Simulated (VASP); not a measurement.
C:

```
CELL_PARAMETERS angstrom
2.46100 0.00000 0.00000
-1.23050 2.13129 0.00000
0.00000 0.00000 6.43968
ATOMIC_POSITIONS crystal
C 0.00000 0.00000 0.25000
C 0.33333 0.66667 0.25000
C 0.00000 0.00000 0.75000
C 0.66667 0.33333 0.75000
```

The cell was built by a generator and needn't be a form met in nature.

Base run:

```yaml
Program: VASP 6.6.1
Functional: optB88-vdW
Potentials_or_basis: VASP PAW PBE potentials, release 64 (C)
Cutoff: 520 eV
k_mesh: 16 × 16 × 4
Occupations: fermi-dirac, width 0.05 eV
Spin: no spin polarisation
```

Its results: band gap on the k mesh 0.41 eV, direct; pressure 2.4 GPa.

Task: The run is repeated on the same cell with these changes: functional from optB88-vdW to vdW-DF2. What comes out?

Result: Band gap on the k mesh 0.42 eV, direct; pressure 6.6 GPa.

Caveats: the PAW data sets were made with another functional, which shifts forces and pressure a little.

A k mesh can miss the band edges.

Not every run made on this cell is shown here.
